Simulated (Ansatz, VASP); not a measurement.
BeCo2: VASP beside Ansatz

```
Co Be
1.0
     2.90292    0.00000    0.00000
     0.00000    4.45574    0.00000
     0.00000    0.00000    4.37978
Co Be
4 2
Direct
  0.00000 0.34700 0.25800
  0.50000 0.15300 0.75800
  0.00000 0.65300 0.74200
  0.50000 0.84700 0.24200
  0.00000 0.00000 0.00000
  0.50000 0.50000 0.50000
```

The cell was built by a generator and needn't be a form met in nature.

Alike in both runs: task single point; functional r2SCAN; k mesh 6 × 4 × 4; no spin polarisation.

```csv
,VASP,Ansatz
version,VASP 6.6.1,Ansatz 0.2.0
potentials or method,"VASP PAW PBE potentials, release 64 (Co, Be)",PAW plane waves
plane-wave cutoff (eV),520,500
occupations,"fermi-dirac, width 0.1 eV",fermi-dirac
valence electrons in the cell,40,72
```

Ansatz gave:

| Property | Result |
| --- | --- |
| gap on the k mesh at the Fermi level (eV) | none |
| pressure (GPa) | 18.5 |
| largest component of the traceless stress (GPa) | 4.05 |
| rms of the force components (eV/Å) | 0.685 |

Question: Estimate VASP's values.

Answer: gap on the k mesh at the Fermi level (eV): none; pressure (GPa): 19.2; largest component of the traceless stress (GPa): 3.97; rms of the force components (eV/Å): 0.690.

Atom by atom the forces differ by 0.013 eV/Å (rms over components). A gap of «none» marks a metal or a gap that the smearing closes. The two sets of potentials don't hold the same shells in valence.

Caveats: the k mesh is coarse (spacing up to 0.36 Å⁻¹), so the values aren't converged; so large a pressure means that the cell lies far from this level's equilibrium, or that cutoff or potentials fall short (VASP); the potentials were made for another functional, which shifts forces and pressure (VASP). Spin polarisation is off, so any magnetic state and its effect on volume and gap are missing.
